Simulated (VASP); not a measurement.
```yaml
crystal:
  lattice:
    - [1.80057, 1.03956, 2.94044]
    - [-1.80057, 1.03956, 2.94044]
    - [0.00000, -2.07912, 2.94044]
  atoms:
    - { symbol: Zr, position: [0.00000, 0.00000, 0.00000] }
    - { symbol: O, position: [0.24995, 0.24995, 0.24995] }
    - { symbol: O, position: [0.75005, 0.75005, 0.75005] }
```

Calculation: r2SCAN meta-GGA, VASP's PBE PAW potentials (set 64) (plane waves; VASP 6.6.1). Run with 520 eV cut-off, 8×8×8 Γ-centred mesh, tetrahedra with Blöchl corrections, potentials Zr_sv O.

**Question.** Estimate the energy per atom (σ→0), band gap (over mesh and band path) with the smallest direct gap where there is one.

**Answer.** 
- band gap (over mesh and band path) = 3.87 eV
- smallest direct gap (over mesh and band path) = 4.27 eV
- energy per atom (σ→0) = -15.285 eV/atom

The absolute energy has meaning only against runs of the same code, potentials and settings.

The structure was generated: ZrO2 was put into the CdCl2 type (R-3m), which need not be its known phase. It was relaxed first, which changed the volume by -15 %. The relaxed cell has space group Fm-3m.
